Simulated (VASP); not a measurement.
```yaml
crystal:
  lattice:
    - [3.76767, 0.00000, 0.00000]
    - [0.00000, 3.76767, 0.00000]
    - [0.00000, 0.00000, 3.76767]
  atoms:
    - { symbol: Tl, position: [0.00000, 0.00000, 0.00000] }
    - { symbol: Cl, position: [0.50000, 0.50000, 0.50000] }
```

These are PBEsol GGA, VASP's PBE PAW potentials (set 64) (plane waves; VASP) values and carry that method's errors. Run with 400 eV cut-off, 9×9×9 Γ-centred mesh, Gaussian smearing of 0.010 eV, potentials Tl_d Cl.

Q: Estimate the energy per atom (σ→0).

A: 
| Quantity | Result |
|---|---|
| energy per atom (σ→0) | -3.235 eV/atom |

The absolute energy has meaning only against runs of the same code, potentials and settings.

The compound is TlCl in the CsCl type structure. It was relaxed first, which changed the volume by -6 %.
